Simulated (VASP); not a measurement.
Data:

```
AlFe
1.0
    2.83957     0.00000     0.00000
    0.00000     2.83957     0.00000
    0.00000     0.00000     2.83957
Al Fe
1 1
Direct
  0.50000   0.50000   0.50000
  0.00000   0.00000   0.00000
```

Level of theory: PBE GGA, VASP's PBE PAW potentials (set 64) (plane waves; VASP). Run with 520 eV cut-off, 13×13×13 Γ-centred mesh, first-order Methfessel-Paxton smearing of 0.10 eV, potentials Al Fe.

Give the stress tensor in GPa (positive for a compressed cell).

```
5.95  0.00  0.00
0.00  5.95  0.00
0.00  0.00  5.95
```
The pressure is its mean diagonal, 5.95 GPa.

The compound is FeAl in the CsCl type structure. This cell is one point of a volume scan, at 0.97 of the reference volume. The run is not spin-polarised, so no magnetic state was tried. The electron count is odd and the run is not spin-polarised, which forces a metal.
